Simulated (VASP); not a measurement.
## TiB2: energy against strain

TiB2 (AlB2 type, P6/mmm, 8.561 Å³/atom and stress up to 0.29 GPa in the relaxed cell, c along z) under a strain ε along c (axis z), the other axes held. PBE in VASP (plane waves, PAW), 600 eV, 18×18×14 Γ-centred mesh, Methfessel-Paxton smearing 0.10 eV; ions are relaxed, or left where forces stay under 0.02 eV/Å, within the symmetry of each cell.

Here s stands for strain and y for E less E0.

```
strain (%)  E less E0 (meV/atom)
----------  --------------------
-3.00                          ?
-1.50                       2.63
-1.00                       1.12
-0.50                       0.25
0.00                        0.00
0.50                        0.35
1.00                        1.29
1.50                        2.81
```

Fit y of the 7 rows that show it with a parabola. Least squares gives y = -0.002 + 0.0700·s + 1.2095·s². Residuals (row less fit): 0.016, -0.017, -0.015, 0.002, 0.015, 0.012, -0.014; standard error 0.018 (degrees of freedom: 4). Twice the quadratic coefficient over the volume, 2 × 1.2095 meV × 10⁴ × 0.1602 / 8.561 Å³, is the elastic constant C33 = about 450 GPa.

Estimate the missing y (s = -3.00); what did the run itself give?

y = -0.002 + 0.0700 × (-3.0) + 1.2095 × (-3.0)² = 10.673 meV/atom. The calculation gives 11.09 meV/atom, 0.417 meV/atom above the prediction (3.8 % of the range of y in the table). The row lies outside the fitted rows, so this is an extrapolation. From the scatter of the fitted rows alone, a prediction at this place has a standard error of 0.071 meV/atom, so the miss is 5.9 times that.

A polynomial of degree 3 through the 12 other runs of the series gives 11.09 there, so most of the miss is curvature that the fit leaves out. In a metal these values are sensitive to mesh and smearing; energies are taken to zero smearing, stresses follow the free energy. The runs aren't spin-polarised. Rows are the converged runs of the series near zero and its far end, less any whose ions stayed unrelaxed beside relaxed ones; series whose fitted rows scatter by over a few per cent of the range, as at a crossing or softening among them, aren't shown in this form. Most that stay on the fit to the last digits aren't either.
